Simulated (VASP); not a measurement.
Input:

```
CELL_PARAMETERS angstrom
      6.00518     0.00000     0.00000
      0.00000     6.00518     0.00000
      0.00000     0.00000     6.00518
ATOMIC_POSITIONS crystal
  Cs 0.00000 0.00000 0.00000
  Pb 0.50000 0.50000 0.50000
  Br 0.50000 0.00000 0.50000
  Br 0.00000 0.50000 0.50000
  Br 0.50000 0.50000 0.00000
```

Computed with PBE GGA, VASP's PBE PAW potentials (set 64) (plane waves; VASP 6.6.1). Run with 400 eV cut-off, Gaussian smearing of 0.050 eV, potentials Cs_sv Pb_d Br.

Unless said otherwise, spin-orbit coupling is left out, though it shifts the bands of the heavy elements here.

Give the energies of bands 13 to 25 at the high-symmetry points, in eV from the valence-band maximum.

| band | Γ | X | M | R |
|---|---|---|---|---|
| 13 | -6.83 | -7.44 | -7.97 | -8.01 |
| 14 | -3.74 | -3.65 | -3.53 | -2.37 |
| 15 | -3.74 | -3.65 | -2.52 | -2.37 |
| 16 | -3.74 | -2.31 | -1.99 | -2.37 |
| 17 | -1.72 | -1.85 | -1.99 | -1.89 |
| 18 | -1.72 | -1.85 | -1.91 | -1.89 |
| 19 | -1.72 | -1.82 | -1.91 | -1.29 |
| 20 | -1.63 | -1.71 | -1.89 | -1.29 |
| 21 | -1.63 | -1.71 | -1.30 | -1.29 |
| 22 | -1.63 | -1.21 | -0.59 | 0.00 |
| 23 | 3.31 | 2.69 | 2.27 | 1.78 |
| 24 | 4.51 | 4.69 | 2.27 | 1.78 |
| 25 | 4.51 | 5.30 | 4.92 | 1.78 |

The gap is direct, 1.78 eV, from the valence maximum at R to the conduction minimum at R.

The compound is CsPbBr3 in the cubic perovskite structure, the ideal cubic form; the compound distorts at low or room temperature. It was relaxed first, which changed the volume by +7 %.
